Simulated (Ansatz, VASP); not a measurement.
# Cross-check of MgPbS3 between VASP and Ansatz

One calculation is typed for both programs; each brings its own data sets. How far apart do they land? The cell is generated by rule, not measured, and may not be a known phase. The two relaxations start from unlike cells of this crystal (the structure described is Ansatz's start), so only their ends are compared.

Method: plane waves, with VASP 6.6.1 beside it; relaxation of cell and atoms at PBEsol, in Ansatz 0.2.0.

The structure was built from a prototype and need not be the compound's stable phase.

## 1. Set-up

It takes space group P4_2/mmc (No. 131, tetragonal). Conventional cell: a = 5.069 Å, b = 5.069 Å, c = 10.139 Å, α = 90.00°, β = 90.00°, γ = 90.00°. Mg has 4 S at 3.19 Å nearest. Nearest to Pb lie 6 S at 2.53 to 2.60 Å. Nearest to S lie 2 Pb at 2.53 Å. S has 2 Pb at 2.60 Å and 2 Mg at 3.19 Å nearest. Farther neighbours and most contacts between anions are not listed.

## 2. Ansatz: relaxation of cell and atoms, PBEsol

Ansatz runs on its PAW soft_1 files.

The relaxed volume is the usual yardstick between codes: in a stiff, nearly cubic crystal its relative difference is about their pressure difference at one cell divided by the bulk modulus.

input.yaml reads:

```yaml
crystal:
  lattice:
    - [5.0694638885, 0.0, 0.0]
    - [0.0, 5.0694638885, 0.0]
    - [0.0, 0.0, 10.1389277771]
  atoms:
    - { symbol: Mg, position: [0.0, 0.0, 0.5] }
    - { symbol: Mg, position: [0.0, 0.0, 0.0] }
    - { symbol: Pb, position: [0.5, 0.5, 0.25] }
    - { symbol: Pb, position: [0.5, 0.5, 0.75] }
    - { symbol: S, position: [0.5, 0.5, 0.0] }
    - { symbol: S, position: [0.5, 0.5, 0.5] }
    - { symbol: S, position: [0.5, 0.0, 0.3091778552] }
    - { symbol: S, position: [0.5, 0.0, 0.6908221448] }
    - { symbol: S, position: [0.0, 0.5, 0.1908221448] }
    - { symbol: S, position: [0.0, 0.5, 0.8091778552] }
kpoints:
  mp_grid: { grid: [8, 8, 4] }
hamiltonian:
  xc: pbesol
  pseudopotentials: { kind: paw, azcp: { folder: soft_1 }, xc_functional: pbe }
scf:
  occupations: { method: methfessel_paxton, width: 0.2 }
output:
  forces: true
  stress: true
  eigenvalues: true
relax:
  adjacent_minimum: "off"
  f_tol: 0.002
  max_steps: 120
  cell: { stress_tol: 0.03 }
```

On the command line:

```
ansatz run input.yaml --threads 8 --pin off --max-ram 16384MiB --backend cpu --events-out ev --progress --plain --runs-dir out
```

Numbers of over 12 decimals in the logs are rounded to 6 here.

The log of the run:

```text
Engine: ansatz 0.2.0, aarch64-unknown-linux-gnu
Pseudopotentials: kind: paw
Pseudopotential: Mg, paw, valence charge 10, recommended cutoff 420 eV (normal), soft_1/Mg.paw.azcp
Pseudopotential: Pb, paw, valence charge 14, recommended cutoff 420 eV (normal), soft_1/Pb.paw.azcp
Pseudopotential: S, paw, valence charge 6, recommended cutoff 420 eV (normal), soft_1/S.paw.azcp
Functional definition: PBEsol
  exchange = pbesol_x
  correlation = pbesol_c
Crystal: 10 atoms, lattice volume = 260.565 Å³
Basis set: ecut = 420 eV, 5077 PW (Γ), exchange–correlation on 72×72×144 points (8 copies of the dense FFT grid, shifted against one another)
Bands: 52, of which v1, the nominal top of the filled ones, is band 42 counted from 1 (41 counted from 0)
Symmetry: 16 space group operations
Space group: P42/mmc (ITA 131), of the structure as read, at distance tolerance 6.4e-5 Å
k-points: 45 of 256
Non-local potential: Mg, projectors of the file, l = 0: 3, l = 1: 2, l = 2: 1
Non-local potential: Pb, projectors of the file, l = 0: 2, l = 1: 2, l = 2: 2, l = 3: 1
Non-local potential: S, projectors of the file, l = 0: 2, l = 1: 2, l = 2: 1
PAW form: soft (Blöchl's): semilocal exchange-correlation on the pseudo side does not see the compensation charge
PAW frozen core: Mg, regenerated for the run's functional, and the local potential with it (the file was generated under x = pbe(κ = 0.804, μ = 0.219515), c = pbe(β = 0.066725))
PAW frozen core: Pb, regenerated for the run's functional, and the local potential with it (the file was generated under x = pbe(κ = 0.804, μ = 0.219515), c = pbe(β = 0.066725))
PAW frozen core: S, regenerated for the run's functional, and the local potential with it (the file was generated under x = pbe(κ = 0.804, μ = 0.219515), c = pbe(β = 0.066725))
PAW one-centre angular grid: Mg, 110 points (default); XC on 64 Gauss nodes
PAW one-centre angular grid: Pb, 590 points (default); XC on 64 Gauss nodes
PAW one-centre angular grid: S, 110 points (default); XC on 64 Gauss nodes
Initial density: superposition of atomic densities (chi_scale 0.1, normalization cell, long waves kept (reshape's long-wave potential 0.01 eV rms))
Initial wavefunctions: pseudopotential atomic-orbital guess
Functional: x = pbesol(κ = 0.804, μ = 0.123457), c = pbesol(β = 0.046)
SCF iter   1: F=—  HF=-32647.955840 eV  |F-HF|=—  |Δ(HF+E_count)|=         —  Δρ=3.41e-2  dr2=3.85e0  ethr=3.10e-3  ⟨swp⟩=9.6  Hψ=11797  notcnv=0
preconditioner: auto → Kerker (q_TF=auto, 2.259 Å⁻¹)  [metal: Δε(μ)=0.005 eV  Ē_g=11.244 eV  σ=0.200 eV  W_gap=0.02  n_scr=54 (ndim 8)  ℏωp=19.0 eV  f_vac=0.001  D(μ)=3.25/eV (n_scr^D=16)]
SCF iter   2: F=—  HF=-32647.287179 eV  |F-HF|=—  |Δ(HF+E_count)|=   6.69e-1  S|Δr|=    0.00e0  Δρ=2.01e-2  dr2=1.50e0  ethr=3.10e-3  ⟨swp⟩=2.2  Hψ=2949  notcnv=0  defer=138
SCF iter   3: F=—  HF=-32647.035615 eV  |F-HF|=—  |Δ(HF+E_count)|=   2.52e-1  S|Δr|=    0.00e0  Δρ=3.36e-3  dr2=6.52e-2  ethr=1.78e-3  ⟨swp⟩=2.3  Hψ=3273  notcnv=0  defer=138
SCF iter   4: F=—  HF=-32647.040704 eV  |F-HF|=—  |Δ(HF+E_count)|=   5.09e-3  S|Δr|=    0.00e0  Δρ=1.50e-3  dr2=1.83e-2  ethr=7.76e-5  ⟨swp⟩=2.8  Hψ=4427  notcnv=0  defer=156
SCF iter   5: F=—  HF=-32647.037709 eV  |F-HF|=—  |Δ(HF+E_count)|=   2.99e-3  S|Δr|=    0.00e0  Δρ=5.34e-4  dr2=1.97e-3  ethr=2.17e-5  ⟨swp⟩=2.2  Hψ=3042  notcnv=0  defer=156
SCF iter   6: F=—  HF=-32647.037222 eV  |F-HF|=—  |Δ(HF+E_count)|=   4.88e-4  S|Δr|=    0.00e0  Δρ=1.48e-4  dr2=1.14e-4  ethr=2.34e-6  ⟨swp⟩=2.0  Hψ=4012  notcnv=0  defer=156
SCF iter   7: F=—  HF=-32647.037235 eV  |F-HF|=—  |Δ(HF+E_count)|=   1.35e-5  S|Δr|=    0.00e0  Δρ=5.62e-5  dr2=2.05e-5  ethr=1.36e-7  ⟨swp⟩=3.0  Hψ=4526  notcnv=0  defer=156
SCF iter   8: F=—  HF=-32647.037297 eV  |F-HF|=—  |Δ(HF+E_count)|=   6.17e-5  S|Δr|=    0.00e0  Δρ=2.29e-5  dr2=3.66e-6  ethr=2.43e-8  ⟨swp⟩=2.6  Hψ=3934  notcnv=0  defer=157
SCF iter   9: F=—  HF=-32647.037298 eV  |F-HF|=—  |Δ(HF+E_count)|=   6.31e-7  S|Δr|=    0.00e0  Δρ=7.99e-6  dr2=5.30e-7  ethr=4.36e-9  ⟨swp⟩=2.0  Hψ=2756  notcnv=0  defer=157
SCF iter  10: F=-32647.037298 eV  HF=-32647.037298 eV  |F-HF|=2.15e-8  |Δ(HF+E_count)|=   3.43e-8  S|Δr|=    0.00e0  Δρ=2.86e-6  dr2=5.90e-8  ethr=1.19e-10  ⟨swp⟩=16.0  Hψ=12801  notcnv=0
SCF 1 converged in 10 iterations: F = -32647.037298 eV  dr2 = 5.90e-8
  greatest PAW one-centre occupation: 1.000 electrons in one spin orbital (limit 2), on the Mg atom at site 0 (counted from 0), in its partial waves of l = 0
relax step   1: F+E_penalty+E_count = -32647.03729766 eV  Δ(F+E_penalty+E_count) = +0.000e0 eV  max|allowed force component| = 8.429e-1 eV/Å  Δτ_max = 0.0000 Å  P = -1.037 GPa  Ω = 260.565 Å³  (10 SCF iters, dr2 threshold 1.00e-7 eV, accepted)
[...]
relax step  25: F+E_penalty+E_count = -32651.96720354 eV  Δ(F+E_penalty+E_count) = -3.003e-5 eV  max|allowed force component| = 5.180e-5 eV/Å  Δτ_max = 0.0007 Å  P = +0.002 GPa  Ω = 228.979 Å³  energy of the carried Pulay correction = -4.868e-5 eV  (7 SCF iters, accepted)
[...]
relax step  26: F+E_penalty+E_count = -32651.96725000 eV  Δ(F+E_penalty+E_count) = -4.646e-5 eV  max|allowed force component| = 6.317e-5 eV/Å  Δτ_max = 0.0000 Å  P = +0.002 GPa  Ω = 228.979 Å³  stress off target by 1.85e-3 GPa  SCF on the basis re-selected at this cell (its energy is not comparable with the rows above)  (6 SCF iters)
basis re-selected at this cell: Δ(F+E_penalty+E_count) = -4.646e-5 eV, ΔP = -0.000 GPa vs the last step (what re-selecting the basis moved, of the pressure what is left beyond the Pulay correction that the steps carried, after the strain that the cell walked since its last selection, with what the two solves' SCF thresholds leave and, on support functions, any second-order correction that the steps lacked; it is no m [...]
SCF converged after 6 iterations
Stability not checked: this state was not tested for a lower state beside it, because cold or Methfessel-Paxton smearing, or corrected tetrahedra, fill the levels in a way that the test cannot read (fill_not_monotonic; see scf.lower_state_search)
Free energy (F): -32651.967250 eV
Harris-Foulkes:  -32651.967250 eV  (|F-HF|=7.28e-12)
Internal energy: -32651.973826 eV  (E = F + TS)
E sigma→0 (E₀):  -32651.968894 eV
Entropy (-TS):   0.006576 eV (0.658 meV/atom)
Fermi energy:    6.767634 eV
--- Per-component energies (eV) ---
  E_band       = -857.232747
  E_kinetic    = 1358.343602
  E_local      = -6679.900166  (includes V_loc(G=0)·N_el)
  E_nonlocal   = 1219.998578
  E_hartree    = 2389.985596
  E_xc         = -983.658244
  E_vxc        = -833.498881  (∫ρ·V_xc dr)
  E_paw        = -24630.148171  (= ΣΔE_a)
  E_vpaw       = -702.146739  (= ΣTr[D̂ρ^β])
  E_aug_tail   = -0.000333  (compensation charges beyond the density's cutoff)
  E_ewald      = -5327.208449
  E_core_change = 0.613761  (= ΣΔE_core)
  E_smearing   = 0.006576  (= −TS)
  E_closure    = 0.000000  (closes the sum)
  Σ components = -32651.967250   (vs F -32651.967250, Δ=0.00e0)
--- Forces (eV/Å), atoms counted from 1 ---
  atom   1  Mg     0.00000000     0.00000000     0.00000000
  atom   2  Mg     0.00000000     0.00000000     0.00000000
  atom   3  Pb     0.00000000    -0.00000000    -0.00000000
  atom   4  Pb    -0.00000000     0.00000000    -0.00000000
  atom   5  S      0.00000000    -0.00000000     0.00000000
  atom   6  S     -0.00000000    -0.00000000    -0.00000000
  atom   7  S     -0.00000000     0.00000000    -0.00006317
  atom   8  S      0.00000000    -0.00000000     0.00006317
  atom   9  S     -0.00000000     0.00000000     0.00006317
  atom  10  S      0.00000000    -0.00000000    -0.00006317
  max |Σ_I F_I| component: 8.33e-17 eV/Å
--- Stress (GPa, compression-positive) ---
        0.001619      -0.000000       0.000000
       -0.000000       0.001619       0.000000
        0.000000       0.000000       0.001854
  P = ⅓ Tr σ = 0.0017 GPa (0.017 kbar)
--- Band table (eV; the first three rows and the last of 45) ---
  k-point 0: bands = [... 38 lower, 5.5179, 6.2647, 6.2647, 6.3665, 6.5680, 8.3227, 8.7695, 9.0585, ... 6 higher]
  k-point 1: bands = [... 38 lower, 5.7784, 5.8583, 6.2096, 6.2096, 7.0637, 8.0761, 8.9069, 9.0575, ... 6 higher]
  k-point 2: bands = [... 38 lower, 5.9535, 5.9535, 6.1066, 6.1066, 7.6096, 7.6096, 9.0316, 9.0316, ... 6 higher]
  k-point 44: bands = [... 38 lower, 4.9743, 4.9743, 5.1191, 5.1191, 8.0432, 8.0432, 8.4891, 8.4891, ... 6 higher]
--- Relaxed structure (23 steps of the walk, 21 accepted, 3 SCFs on fresh bases) ---
  F+E_penalty+E_count = -32651.96725000 eV   max|allowed force component| = 6.317e-5 eV/Å   (the final SCF, on the basis selected at the relaxed cell)
  cell:  # Å, volume = 228.9795 Å³
    - [3.753657, 0, 0]
    - [0, 3.753657, 0]
    - [0, 0, 16.251271]
  atoms:
    - { symbol: Mg, position: [0, 0, 0.5] }
    - { symbol: Mg, position: [0, 0, -2.716138805459429e-19] }
    - { symbol: Pb, position: [0.5, 0.5, 0.25] }
    - { symbol: Pb, position: [0.5, 0.5, 0.750000] }
    - { symbol: S, position: [0.5, 0.5, -2.7161388054594304e-19] }
    - { symbol: S, position: [0.5, 0.5, 0.5] }
    - { symbol: S, position: [0.5, 0, 0.357542] }
    - { symbol: S, position: [0.5, 0, 0.642458] }
    - { symbol: S, position: [0, 0.5, 0.142458] }
    - { symbol: S, position: [0, 0.5, 0.857542] }
```

(Part 1 of 2 ends here.)

[Lines on the potential files, build, host, timing and source positions are cut from VASP's logs without a mark.]

[Logs are printed without paths, hosts, clocks, repeated set-up lines and the standing remarks that a program may print on its own settings, such as how far it seeks lower states.]

[Hosts, paths, dates, database ids (printed as entryN), source tags and the programs' standing remarks are cut or masked in the printed files.]
